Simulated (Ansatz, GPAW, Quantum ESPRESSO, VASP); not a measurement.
Code comparison for Al₂Te₅ (C2/m, 7 atoms in the cell)

Self-consistent single point, at a second geometry (lattice scaled by 0.98). First geometry:

```xyz
7
Lattice="6.8927 -2.0495 0.0000 6.8927 2.0495 0.0000 -6.0940 0.0000 7.9675" Properties=species:S:1:pos:R:3 pbc="T T T"
Al     1.4626     0.0000     4.7655
Al     6.2288     0.0000     3.2021
Te     2.6910     0.0000     6.9616
Te     5.0004     0.0000     1.0059
Te     0.0000     0.0000     0.0000
Te    -1.1542     0.0000     4.7800
Te     8.8456     0.0000     3.1876
```

Shared settings, as Ansatz (a first-principles code) writes them: kpoints.mp_grid.grid = 3 3 2; scf.occupations.method = fermi_dirac; scf.occupations.width = 0.0007 Ry. Potentials and cutoffs stand in the table.

```json
[
 {"code": "Quantum ESPRESSO", "model": "PBEsol, GBRV 1.5 ultrasoft (PBESOL) pseudopotentials", "ΔF from the first geometry (meV/atom)": "47.1", "pressure (GPa)": "5.97", "largest force (eV/Å)": "1.372", "gap on the mesh (eV)": "1.038", "cutoff": "40 Ry"},
 {"code": "VASP", "model": "PBEsol, VASP's PBE PAW potentials (set 64)", "ΔF from the first geometry (meV/atom)": "49.3", "pressure (GPa)": "6.13", "largest force (eV/Å)": "1.409", "gap on the mesh (eV)": "1.069", "cutoff": "300 eV"},
 {"code": "GPAW", "model": "PBEsol, GPAW PAW datasets PBEsol (made by gpaw-setup)", "ΔF from the first geometry (meV/atom)": "45.7", "pressure (GPa)": "5.81", "largest force (eV/Å)": "1.365", "gap on the mesh (eV)": "1.073", "cutoff": "550 eV"},
 {"code": "Ansatz", "model": "PBEsol, PAW files made with PBE", "ΔF from the first geometry (meV/atom)": "46.7", "pressure (GPa)": "5.89", "largest force (eV/Å)": "1.343", "gap on the mesh (eV)": "1.084", "cutoff": "30.9 Ry"}
]
```

Size of the force on each atom (eV/Å): Sizes of forces hide their directions.

```
code                Al1    Al2    Te3    Te4    Te5    Te6    Te7
----------------  -----  -----  -----  -----  -----  -----  -----
Quantum ESPRESSO  0.122  0.122  1.348  1.348  0.000  1.372  1.372
VASP              0.115  0.115  1.379  1.379  0.000  1.409  1.409
GPAW              0.111  0.111  1.303  1.303  0.000  1.365  1.365
Ansatz            0.110  0.110  1.320  1.320  0.000  1.343  1.343
```

Gaps are read on the mesh.

On Ansatz's run: spin-orbit coupling is off.

The spread over the programs that give each value: ΔF from the first geometry within 3.6 meV/atom; pressure within 0.32 GPa; largest force within 0.066 eV/Å; gap on the mesh within 0.046 eV.

Ansatz's pressure is given at a fixed set of plane waves, as the other plane-wave codes print theirs.

The shared mesh is coarse (it stands for a supercell whose shortest vector is 12 Å), so the values are not converged in it.

VASP's run is marked for a possible Pulay error in its stress at this cutoff; no cutoff test was made.

The starting cell comes from a database of computed structures (which also holds hypothetical and non-ambient phases and stackings), without a prior relaxation at this level. Its lattice was rescaled by a random factor within 2.5 % of one. For this run, on top of that: lattice scaled by 0.98.

Left out of this page: CP2K, Elk and SIESTA (not drawn, or without a comparable value).

Keys are those of Ansatz 0.2.
